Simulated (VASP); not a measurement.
```yaml
crystal:
  lattice:
    - [0.00000, 2.58046, 2.58046]
    - [2.58046, 0.00000, 2.58046]
    - [2.58046, 2.58046, 0.00000]
  atoms:
    - { symbol: Ca, position: [0.00000, 0.00000, 0.00000] }
    - { symbol: Se, position: [0.50000, 0.50000, 0.50000] }
```

These are PBEsol GGA, VASP's PBE PAW potentials (set 64) (plane waves; VASP 6.6.1) values and carry that method's errors. Run with 500 eV cut-off, 9×9×9 Γ-centred mesh, Gaussian smearing of 0.050 eV, potentials Ca_sv Se.

Task: Estimate the energy per atom (σ→0), pressure.

Result: 
```json
{
 "energy per atom (σ→0)": "-4.211 eV/atom",
 "pressure": "44.87 GPa"
}
```

The absolute energy has meaning only against runs of the same code, potentials and settings.

The structure was generated: CaSe was put into the rock salt type (Fm-3m), which need not be its known phase. It was relaxed first under an external pressure of 45 GPa.
